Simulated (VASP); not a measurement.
Calculation: vdW-DF2, VASP's PBE PAW potentials (set 64) (plane waves; VASP 6.6.1).

The input files of a VASP run:

### INCAR
```
! general
SYSTEM  =Sb
PREC    =Accurate
ENCUT   =520   ! plane-wave cut-off (eV)
LREAL   =.FALSE.   ! projection in real space or not
LASPH   =.TRUE.

! electronic loop
EDIFF   =1E-7   ! SCF stop (eV)
NELM    =100   ! most electronic steps
ALGO    =Normal   ! blocked Davidson
LMAXMIX =4   ! l cut-off of mixed one-centre charges

! smearing
ISMEAR  =1   ! Methfessel-Paxton
SIGMA   =0.1

! functional
GGA     =ML
LUSE_VDW=.TRUE.
AGGAC   =0.0
ZAB_VDW =-1.8867

! ions
IBRION  =2   ! conjugate gradients
NSW     =30   ! most ionic steps
ISIF    =4
EDIFFG  =-0.01   ! ionic stop

! output
LWAVE   =.FALSE.
LCHARG  =.FALSE.
```

### KPOINTS
```
Automatic mesh
0
Gamma
10 10 10
0 0 0
```

### POSCAR
```
Sb
1
    4.5463898339    -2.2371265878     0.1451410863
    4.5463898339     2.2371265878     0.1451410863
    3.3281450860     0.0000000000     3.8234682370
Sb
2
Direct
  0.2261344861   0.2261344861   0.2261344861
  0.7738655139   0.7738655139   0.7738655139
```

POTCAR, in this order: Sb (PBE.64 set). Program: vasp_std.

The run wrote:

File OSZICAR:
```
       N       E                     dE             d eps       ncg     rms          rms(c)
DAV:   1     0.426250927062E+02    0.42625E+02   -0.35797E+03  2088   0.851E+02
DAV:   2    -0.198160182422E+01   -0.44607E+02   -0.43689E+02  3066   0.119E+02
DAV:   3    -0.363835408017E+01   -0.16568E+01   -0.16540E+01  2527   0.287E+01
DAV:   4    -0.365353276158E+01   -0.15179E-01   -0.15169E-01  2386   0.323E+00
DAV:   5    -0.365373212023E+01   -0.19936E-03   -0.19936E-03  2346   0.386E-01    0.258E+00
DAV:   6    -0.364390019295E+01    0.98319E-02   -0.25090E-02  2197   0.126E+00    0.156E+00
DAV:   7    -0.364539003394E+01   -0.14898E-02   -0.54893E-02  2161   0.190E+00    0.128E-01
DAV:   8    -0.364560138299E+01   -0.21135E-03   -0.22705E-03  2147   0.452E-01    0.523E-02
DAV:   9    -0.364567863324E+01   -0.77250E-04   -0.20286E-04  2310   0.149E-01    0.304E-02
DAV:  10    -0.364569146625E+01   -0.12833E-04   -0.27495E-05  2170   0.594E-02    0.436E-03
DAV:  11    -0.364569229946E+01   -0.83321E-06   -0.31672E-06  2182   0.194E-02    0.106E-03
DAV:  12    -0.364569284475E+01   -0.54530E-06   -0.41403E-07  2165   0.710E-03    0.332E-04
DAV:  13    -0.364569286731E+01   -0.22552E-07   -0.76590E-09  1076   0.102E-03
   1 F= -.36456929E+01 E0= -.36456195E+01  d E =-.364569E+01
       N       E                     dE             d eps       ncg     rms          rms(c)
DAV:   1    -0.364571773799E+01   -0.24893E-04   -0.35559E-04  2155   0.122E-01    0.872E-03
DAV:   2    -0.364571431582E+01    0.34222E-05   -0.10453E-05  2334   0.233E-02    0.481E-03
DAV:   3    -0.364571302284E+01    0.12930E-05   -0.57541E-06  2417   0.141E-02    0.106E-03
DAV:   4    -0.364571313862E+01   -0.11578E-06   -0.63796E-07  2138   0.617E-03    0.773E-04
DAV:   5    -0.364571317877E+01   -0.40146E-07   -0.30863E-08  1061   0.161E-03
   2 F= -.36457132E+01 E0= -.36456443E+01  d E =-.203115E-04
```

### OUTCAR
```
------------------------ aborting loop because EDIFF is reached ----------------------------------------
  FORCE on cell =-STRESS in cart. coord.  units (eV):
  Direction    XX          YY          ZZ          XY          YZ          ZX
  --------------------------------------------------------------------------------------
  Total        0.0116808      0.0303286      0.0282831      0.0000000      0.0000000     -0.0061761
  in kB        0.2475008      0.6426244      0.5992833      0.0000000      0.0000000     -0.1308632
  external PRESSURE =       0.4964695 kB  Pullay stress =       0.0000000 kB
  volume of cell :       75.61
      direct lattice vectors                 reciprocal lattice vectors
     4.544514397 -2.237659593  0.144195781     0.113145766 -0.223447749 -0.098425630
     4.544514397  2.237659593  0.144195781     0.113145766  0.223447749 -0.098425630
     3.325979397  0.000000000  3.823399309    -0.008534365  0.000000000  0.268971415
 POSITION                                       TOTAL-FORCE (eV/Angst)
 -----------------------------------------------------------------------------------
      2.80695      0.00000      0.92965        -0.003472      0.000000     -0.001150
      9.60805      0.00000      3.18214         0.003472      0.000000      0.001150
 -----------------------------------------------------------------------------------
    total drift:                                0.000000     -0.000000      0.000000
  FREE ENERGIE OF THE ION-ELECTRON SYSTEM (eV)
  ---------------------------------------------------
  free  energy   TOTEN  =        -3.6457131788 eV

  energy  without entropy=       -3.6455064018  energy(sigma->0) =       -3.64564425

 reached required accuracy - stopping structural energy minimisation
```
(Selected blocks of OUTCAR.)

**CONTCAR**
```
Sb
   1.00000000000000
     4.5445143967039936   -2.2376595926895244    0.1441957807678269
     4.5445143967039936    2.2376595926895244    0.1441957807678269
     3.3259793965431066    0.0000000000000000    3.8233993093478480
  Sb
     2
Direct
     0.2260935820197508    0.2260935820197508    0.2260935820197508
     0.7739064179802492    0.7739064179802492    0.7739064179802492
```

The compound is Sb in the a7 structure. This run relaxes it. Symmetry was kept, so distortions that lower it aren't found.
